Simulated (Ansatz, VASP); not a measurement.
# Ag (Ag(110)) in two plane-wave programs

Aim: how closely do two programs agree when they are given the same cell, functional and k mesh?

Calculated with Ansatz 0.2.0; plane waves, with VASP 6.6.1 beside it; band structure at PBE.

**1. Starting point**

The cell holds 7 atoms: 7 Ag. Its edges and angles: a = 4.090 Å, b = 2.892 Å, c = 26.676 Å, α = 90.0°, β = 90.0°, γ = 90.0°. Vacuum lies along c.

**2. Ansatz: band structure, PBE**

Ansatz runs on its default PAW (the set named soft_2) files.

Levels along a path test the potential and the projectors away from the mesh points.

File input.yaml:

```yaml
crystal:
  lattice:
    - [4.09, 0.0, 0.0]
    - [0.0, 2.8920667351, 0.0]
    - [0.0, 0.0, 26.6762002052]
  atoms:
    - { symbol: Ag, position: [0.0, 0.0, 0.3373793843] }
    - { symbol: Ag, position: [0.5, 0.5, 0.3915862562] }
    - { symbol: Ag, position: [0.0, 0.0, 0.4457931281] }
    - { symbol: Ag, position: [0.5, 0.5, 0.5] }
    - { symbol: Ag, position: [0.0, 0.0, 0.5542068719] }
    - { symbol: Ag, position: [0.5, 0.5, 0.6084137438] }
    - { symbol: Ag, position: [0.0, 0.0, 0.6626206157] }
hamiltonian:
  xc: pbe
  pseudopotentials: { kind: paw }
kpoints:
  mp_grid: { grid: [12, 18, 1] }
  band_path:
    path:
      - [0.0, 0.0, 0.0]
      - [-0.07692, 0.0, 0.0]
      - [-0.15385, 0.0, 0.0]
      - [-0.26923, 0.0, 0.0]
      - [-0.34615, 0.0, 0.0]
      - [-0.42308, 0.0, 0.0]
      - [-0.5, 0.0, 0.0]
      - [-0.5, -0.07692, 0.0]
      - [-0.5, -0.19231, 0.0]
      - [-0.5, -0.26923, 0.0]
      - [-0.5, -0.34615, 0.0]
      - [-0.5, -0.46154, 0.0]
      - [-0.5, -0.5, 0.0]
      - [-0.42308, -0.5, 0.0]
      - [-0.30769, -0.5, 0.0]
      - [-0.23077, -0.5, 0.0]
      - [-0.11538, -0.5, 0.0]
      - [-0.03846, -0.5, 0.0]
      - [0.0, -0.5, 0.0]
      - [0.0, -0.38462, 0.0]
      - [0.0, -0.30769, 0.0]
      - [0.0, -0.23077, 0.0]
      - [0.0, -0.11538, 0.0]
      - [0.0, -0.03846, 0.0]
      - [-0.03846, -0.03846, 0.0]
      - [-0.11538, -0.11538, 0.0]
      - [-0.19231, -0.19231, 0.0]
      - [-0.30769, -0.30769, 0.0]
      - [-0.38462, -0.38462, 0.0]
      - [-0.5, -0.5, 0.0]
    npoints: 1
scf:
  occupations: { method: fermi_dirac, width: 0.1 }
  n_extra_bands: 9
efield:
  axis: 3
  dipole_correction: true
  ramp_width: 0.04
output:
  forces: true
  eigenvalues: true
  write_density: true
  write_potential: true
  elf: true
  volumetric_format: npy
```

Run with:

```
$ ansatz run input.yaml --threads 4 --pin off --max-ram 9216MiB --backend cpu --events-out ev --progress --plain --runs-dir out
```

Numbers of over 12 decimals in the logs are rounded to 6 here.

Log:

```text
scf.n_extra_bands = 9 over 67 filled bands (N_el = 133.0): the run solves 76 bands
Engine: ansatz 0.2.0, x86_64-unknown-linux-gnu
Pseudopotentials: kind: paw
Pseudopotential: Ag, paw, valence charge 19, recommended cutoff 420 eV (normal), Ag.paw.azcp
Functional definition: PBE
  parameter kappa = 0.804
  parameter beta = 0.066725
  exchange = pbe_x(kappa = kappa, mu = beta*pi^2/3)
  correlation = pbe_c(beta = beta)
Crystal: 7 atoms, lattice volume = 315.541 Å³
Basis set: ecut = 420 eV, 6169 PW (Γ), exchange–correlation on 60×40×360 points (8 copies of the dense FFT grid, shifted against one another)
Bands: 76, of which v1, the nominal top of the filled ones, is band 67 counted from 1 (66 counted from 0)
Symmetry: 4 space group operations
k-points: 70 of 216
Non-local potential: Ag, projectors of the file, l = 0: 3, l = 1: 2, l = 2: 2, l = 3: 1
PAW form: soft (Blöchl's): semilocal exchange-correlation on the pseudo side does not see the compensation charge
PAW one-centre angular grid: Ag, 590 points (default); XC on 64 Gauss nodes
Initial density: superposition of atomic densities (neutral atoms: chi_scale 0, normalization atom), corrected by the library's trained network
Initial wavefunctions: pseudopotential atomic-orbital guess
Functional: x = pbe(κ = 0.804, μ = 0.219515), c = pbe(β = 0.066725)
SCF iter   1: F=—  HF=-53132.543343 eV  |F-HF|=—  |Δ(HF+E_count)|=         —  Δρ=9.79e-4  dr2=3.72e-3  ethr=1.77e-3  p=0.000 e·Å  D=2.44e-13 V/Å  ΔV_dip=-0.00 eV  dr2_dipole=7.55e-9  V_vac-E_F(+/−)=4.08/4.08 eV  ⟨swp⟩=7.1  Hψ=21339  notcnv=0  defer=16
efield: sawtooth ramp at fractional position 0.9800 (placed from the atoms, in the widest stretch of the axis that holds none; the zero of the levels goes with the place), width 0.0400; the density the first Hamiltonian is built on has a dipole p = 0.000 e·Å; the dipole correction subtracts the counter field D = 2.44e-13 V/Å, which shifts the + side's vacuum level by -0.00 eV against the − side's; the planar-averaged density in the ramp window peaks in size at 3.3e-6 e/Å³
preconditioner: auto → LDOS  [metal: Δε(μ)=0.015 eV  Ē_g=8.000 eV  σ=0.100 eV  W_gap=0.04  n_scr=64 (ndim 8)  ℏωp=18.3 eV  f_vac=0.575  D(μ)=2.06/eV (n_scr^D=8)  β→1.0]
SCF iter   2: F=—  HF=-53132.551821 eV  |F-HF|=—  |Δ(HF+E_count)|=   8.48e-3  Δρ=9.84e-4  dr2=3.00e-3  ethr=2.80e-6  p=0.000 e·Å  D=3.24e-6 V/Å  ΔV_dip=-0.00 eV  dr2_dipole=8.73e-9  V_vac-E_F(+/−)=4.12/4.12 eV  ⟨swp⟩=3.0  Hψ=13905  notcnv=0  defer=67
SCF iter   3: F=—  HF=-53132.551036 eV  |F-HF|=—  |Δ(HF+E_count)|=   7.85e-4  Δρ=2.38e-4  dr2=1.66e-4  ethr=2.25e-6  p=0.000 e·Å  D=1.07e-6 V/Å  ΔV_dip=-0.00 eV  dr2_dipole=1.68e-9  V_vac-E_F(+/−)=4.12/4.12 eV  ⟨swp⟩=2.1  Hψ=10011  notcnv=0  defer=67
SCF iter   4: F=—  HF=-53132.551045 eV  |F-HF|=—  |Δ(HF+E_count)|=   9.02e-6  Δρ=4.88e-5  dr2=9.29e-6  ethr=1.25e-7  p=0.000 e·Å  D=4.98e-7 V/Å  ΔV_dip=-0.00 eV  dr2_dipole=8.42e-11  V_vac-E_F(+/−)=4.12/4.12 eV  ⟨swp⟩=2.1  Hψ=8026  notcnv=0  defer=67
SCF iter   5: F=—  HF=-53132.551132 eV  |F-HF|=—  |Δ(HF+E_count)|=   8.78e-5  Δρ=1.97e-5  dr2=1.06e-6  ethr=6.98e-9  p=0.000 e·Å  D=2.82e-7 V/Å  ΔV_dip=-0.00 eV  dr2_dipole=1.68e-12  V_vac-E_F(+/−)=4.13/4.13 eV  ⟨swp⟩=3.2  Hψ=12418  notcnv=0  defer=66
SCF iter   6: F=-53132.551133 eV  HF=-53132.551133 eV  |F-HF|=9.17e-8  |Δ(HF+E_count)|=   3.45e-7  Δρ=4.98e-6  dr2=6.98e-8  ethr=7.52e-11  p=0.000 e·Å  D=1.36e-7 V/Å  ΔV_dip=-0.00 eV  dr2_dipole=1.17e-13  V_vac-E_F(+/−)=4.13/4.13 eV  ⟨swp⟩=15.0  Hψ=43595  notcnv=0
SCF 1 converged in 6 iterations: F = -53132.551133 eV  dr2 = 6.98e-8
  greatest PAW one-centre occupation: 1.000 electrons in one spin orbital (limit 2), on the Ag atom at site 3 (counted from 0), in its partial waves of l = 0
NSCF: frozen V_eff on 30 k-points
efield: sawtooth ramp at fractional position 0.9800 (kept from the solve that this one continues, or follows in the run), width 0.0400; the density the first Hamiltonian is built on has a dipole p = 0.000 e·Å; the dipole correction subtracts the counter field D = 1.36e-7 V/Å, which shifts the + side's vacuum level by -0.00 eV against the − side's; the planar-averaged density in the ramp window peaks in size at 5.8e-7 e/Å³
WARN: The output density's exchange-correlation potential varies sharply where the density is thin. Do not read a vacuum level from v_tot or v_xc, or from such a field of the output density. On a cell that repeats whose density bears no net charge and no dipole along the vacuum's axis use v_es (v_loc + v_h of the components); under efield.dipole_correction with no amplitude use v_es + v_field, which holds any externa [...]
SCF converged after 6 iterations
Free energy (F): -53132.551133 eV
Harris-Foulkes:  -53132.551133 eV  (|F-HF|=9.17e-8)
Internal energy: -53132.484369 eV  (E = F + TS)
E sigma→0 (E₀):  -53132.517751 eV
Entropy (-TS):   -0.066764 eV (-9.538 meV/atom)
Fermi energy:    4.024098 eV
Dipole field:    D = -0.000000 V/Å  (p = -0.000000 e·Å, saw-weighted, corrected)
Work function:   Φ+ = 4.1266 eV   Φ− = 4.1266 eV
Levels:          The Fermi level and band energies are counted from a zero that moves with the ramp; work functions are not
--- Per-component energies (eV) ---
  E_band       = -3396.486026
  E_kinetic    = 3691.512029
  E_local      = -248814.594254  (includes V_loc(G=0)·N_el)
  E_nonlocal   = 561.546491
  E_hartree    = 122845.295030
  E_xc         = -1292.005904
  E_vxc        = -1641.267154  (∫ρ·V_xc dr)
  E_paw        = -27316.122470  (= ΣΔE_a)
  E_vpaw       = -2884.239784  (= ΣTr[D̂ρ^β])
  E_aug_tail   = 0.002282  (compensation charges beyond the density's cutoff)
  E_efield     = 0.000000  (sawtooth field / dipole correction)
  E_vefield    = 0.000000  (∫n·V_field dr)
  E_ewald      = 97191.882428
  E_smearing   = -0.066764  (= −TS)
  E_closure    = 0.000000  (closes the sum)
  Σ components = -53132.551133   (vs F -53132.551133, Δ=0.00e0)
--- Forces (eV/Å), atoms counted from 1 ---
  atom   1  Ag     0.00000000     0.00000000     0.05668073
  atom   2  Ag     0.00000000     0.00000000    -0.32458609
  atom   3  Ag     0.00000000     0.00000000    -0.02894388
  atom   4  Ag     0.00000000     0.00000000     0.00000028
  atom   5  Ag     0.00000000     0.00000000     0.02894388
  atom   6  Ag     0.00000000     0.00000000     0.32458627
  atom   7  Ag     0.00000000     0.00000000    -0.05668088
  max |Σ_I F_I| component: 3.15e-7 eV/Å
--- Band table (eV; the first three rows and the last of 70) ---
  k-point 0: bands = [... 63 lower, 1.1252, 1.2394, 1.2406, 2.6516, 4.4472, 6.2566, 6.3427, 7.7697, ... 5 higher]
  k-point 1: bands = [... 63 lower, 1.1812, 1.1853, 1.2525, 2.6971, 4.5099, 6.4059, 6.4086, 7.8271, ... 5 higher]
  k-point 2: bands = [... 63 lower, 1.1011, 1.2285, 1.2927, 2.8331, 4.6933, 6.6005, 6.8258, 7.9975, ... 5 higher]
  k-point 69: bands = [... 63 lower, 4.2369, 4.3087, 5.7320, 5.9481, 7.5423, 7.6772, 7.6988, 7.9451, ... 5 higher]
```

Run time: 42 s. Hardware: 4 threads of Intel Xeon Platinum 8488C (Sapphire Rapids), shared host; peak memory 1.6 GiB.

Reading the cycles: dr2 is the Hartree energy of the density residual (eV), the measure of convergence; HF is the Harris–Foulkes estimate of the energy, which meets the free energy F at convergence.

**3. VASP: band structure, PBE**

The same cell, functional, mesh and smearing now go to VASP, with its own data sets and cutoff.

Lines of VASP's logs that name or quote its potential files are left out, and so is its time.

File INCAR:

```
SYSTEM = Ag
PREC = Normal
ENCUT = 300
EDIFF = 1E-06
NELM = 120
ISMEAR = -1
SIGMA = 0.1
LREAL = .FALSE.
ALGO = Fast
GGA = PE
NBANDS = 58
LORBIT = 11
LWAVE = .FALSE.
LCHARG = .TRUE.
IDIPOL = 3
LDIPOL = .TRUE.
DIPOL = 0.5 0.5 0.5
LVHAR = .TRUE.
LVACPOTAV = .TRUE.
LELF = .TRUE.
NEDOS = 1500
```

File POSCAR:

```
Ag
1.0
    4.0900000000      0.0000000000      0.0000000000
    0.0000000000      2.8920667351      0.0000000000
    0.0000000000      0.0000000000     26.6762002052
Ag
7
Direct
    0.0000000000      0.0000000000      0.3373793843
    0.5000000000      0.5000000000      0.3915862562
    0.0000000000      0.0000000000      0.4457931281
    0.5000000000      0.5000000000      0.5000000000
    0.0000000000      0.0000000000      0.5542068719
    0.5000000000      0.5000000000      0.6084137438
    0.0000000000      0.0000000000      0.6626206157
```

File KPOINTS:

```
Automatic mesh
0
Gamma
12 18 1
0 0 0
```

File KPOINTS_OPT:

```
Line mode
14
Line-mode
Reciprocal
  0.00000000   0.00000000   0.00000000 GAMMA
 -0.50000000   0.00000000   0.00000000 X

 -0.50000000   0.00000000   0.00000000 X
 -0.50000000  -0.50000000   0.00000000 S

 -0.50000000  -0.50000000   0.00000000 S
  0.00000000  -0.50000000   0.00000000 Y

  0.00000000  -0.50000000   0.00000000 Y
  0.00000000   0.00000000   0.00000000 GAMMA

  0.00000000   0.00000000   0.00000000 GAMMA
 -0.50000000  -0.50000000   0.00000000 S
```

Potentials, in the order of the species: Ag (PBE family, release 64).

Run with:

```
$ mpirun -np 2 vasp_std
```

Log:

```text
[banner, memory and clock lines left out]
running    2 mpi-ranks, on    1 nodes
 distrk:  each k-point on    2 cores,    1 groups
 distr:  one band on    1 cores,    2 groups

 POSCAR found type information on POSCAR Ag
 POSCAR found :  1 types and       7 ions
 LDA part: xc-table for (Slater+PW92), standard interpolation
 POSCAR, INCAR and KPOINTS ok, starting setup
 FFT: planning ... GRIDC
 FFT: planning ... GRID_SOFT
 FFT: planning ... GRID
 WAVECAR not read
 entering main loop
       N       E                     dE             d eps       ncg     rms          rms(c)
DAV:   1     0.343794630623E+03    0.34379E+03   -0.26514E+04  8632   0.740E+02
DAV:   2    -0.103645720337E+02   -0.35416E+03   -0.33667E+03  8908   0.209E+02
DAV:   3    -0.192156000299E+02   -0.88510E+01   -0.87695E+01  9314   0.348E+01
DAV:   4    -0.192939959016E+02   -0.78396E-01   -0.78379E-01  9786   0.332E+00
DAV:   5    -0.192954481250E+02   -0.14522E-02   -0.14522E-02  9426   0.423E-01    0.121E+01
RMM:   6    -0.178496718570E+02    0.14458E+01   -0.41800E+00  8192   0.909E+00    0.797E+00
RMM:   7    -0.177930836364E+02    0.56588E-01   -0.21109E-01  8994   0.171E+00    0.416E+00
RMM:   8    -0.177810210757E+02    0.12063E-01   -0.20886E-02  9025   0.600E-01    0.308E-01
RMM:   9    -0.177794791367E+02    0.15419E-02   -0.38293E-03  9304   0.253E-01    0.992E-02
RMM:  10    -0.177792800635E+02    0.19907E-03   -0.40202E-04  9422   0.801E-02    0.642E-02
RMM:  11    -0.177791359641E+02    0.14410E-03   -0.16825E-04  9710   0.489E-02    0.241E-02
RMM:  12    -0.177791216292E+02    0.14335E-04   -0.49770E-05  9842   0.266E-02    0.133E-02
RMM:  13    -0.177792343622E+02   -0.11273E-03   -0.24248E-05 10068   0.170E-02    0.108E-02
RMM:  14    -0.177793593267E+02   -0.12496E-03   -0.12615E-05  9705   0.991E-03    0.592E-03
RMM:  15    -0.177794777477E+02   -0.11842E-03   -0.44699E-06  8123   0.696E-03    0.284E-03
RMM:  16    -0.177795187712E+02   -0.41024E-04   -0.15871E-06  7733   0.381E-03    0.201E-03
RMM:  17    -0.177795547705E+02   -0.35999E-04   -0.13591E-06  7741   0.324E-03    0.961E-04
RMM:  18    -0.177795597467E+02   -0.49762E-05   -0.16562E-07  6577   0.123E-03    0.601E-04
RMM:  19    -0.177795622697E+02   -0.25230E-05   -0.81244E-08  5025   0.801E-04    0.281E-04
RMM:  20    -0.177795642516E+02   -0.19819E-05   -0.53096E-08  5186   0.851E-04    0.208E-04
RMM:  21    -0.177795667924E+02   -0.25408E-05   -0.26955E-08  4870   0.750E-04    0.153E-04
RMM:  22    -0.177795676073E+02   -0.81485E-06   -0.60874E-09  4187   0.589E-04
|                                                                             |
|           W    W    AA    RRRRR   N    N  II  N    N   GGGG   !!!           |
|           W    W   A  A   R    R  NN   N  II  NN   N  G    G  !!!           |
|           W    W  A    A  R    R  N N  N  II  N N  N  G       !!!           |
|           W WW W  AAAAAA  RRRRR   N  N N  II  N  N N  G  GGG   !            |
|           WW  WW  A    A  R   R   N   NN  II  N   NN  G    G                |
|           W    W  A    A  R    R  N    N  II  N    N   GGGG   !!!           |
|                                                                             |
|     Did not find any points to average over, which means that no vacuum     |
|     field-free region was found. Please increase the size of  your cell     |
|     in the dimension of the dipole correction to obtain accurate            |
|     workfunction values.                                                    |
|                                                                             |

   1 F= -.17779568E+02 E0= -.17746287E+02  d E =-.665607E-01
 Start KPOINTS_OPT (optional k-point list driver)
k-point batch [1-70\70]
       N       E                     dE             ncg
DAV:   1     0.535869639927E+04   -0.91213E+05     8850
DAV:   2    -0.183362937740E+05   -0.23695E+05     8976
DAV:   3    -0.188946884027E+05   -0.55839E+03     9354
DAV:   4    -0.188997050027E+05   -0.50166E+01    10322
DAV:   5    -0.188997732381E+05   -0.68235E-01     9368
DAV:   6    -0.188997760116E+05   -0.27735E-02    10734
DAV:   7    -0.188997760899E+05   -0.78266E-04     8142
DAV:   8    -0.188997760933E+05   -0.34427E-05     6062
DAV:   9    -0.188997760939E+05   -0.58165E-06     5216
```

(Part 1 of 2 ends here.)

[Lines on the potential files, build, host, timing and source positions are cut from VASP's logs without a mark.]

[Logs are printed without paths, hosts, clocks, repeated set-up lines and the standing remarks that a program may print on its own settings, such as how far it seeks lower states.]

[Hosts, paths, dates, database ids (printed as entryN), source tags and the programs' standing remarks are cut or masked in the printed files.]
